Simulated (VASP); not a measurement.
## Mn2ZnAs2: equation of state with PBE

Mn2ZnAs2:

```
As Zn Mn
1.0
     4.09900    0.00000    0.00000
    -2.04950    3.54984    0.00000
     0.00000    0.00000    6.57200
As Zn Mn
2 1 2
Direct
  0.66667 0.33333 0.23207
  0.33333 0.66667 0.76793
  0.00000 0.00000 0.00000
  0.66667 0.33333 0.63056
  0.33333 0.66667 0.36944
```

```
Program                : VASP 6.6.1
Task                   : equation of state
Functional             : PBE
Potentials or basis    : VASP PAW PBE potentials, release 64 (As, Zn, Mn_pv)
Cutoff                 : 520 eV
k mesh                 : 8 × 8 × 4
Occupations            : fermi-dirac, width 0.05 eV
Spin                   : collinear spin, ferromagnetic start
Starting moments       : [0.0, 0.0, 0.0, 4.0, 4.0] μB
Further INCAR settings : ALGO = Normal; EDIFF = 1e-07; NBANDS = 36
```

The equilibrium volume is outside the volumes run.

Energy against volume, from the lowest point:
| volume (Å³/atom) | energy (meV/atom) |
| --- | --- |
| 17.978 | 0.00 |
| 18.361 | 7.27 |
| 18.743 | 16.69 |
| 19.126 | 24.56 |
| 19.508 | 30.95 |
| 19.891 | 38.93 |
| 20.273 | 48.77 |

All runs of the series together: 19 min on 1 thread of Intel(R) Xeon(R) Platinum 8488C (Sapphire Rapids) (shared host).
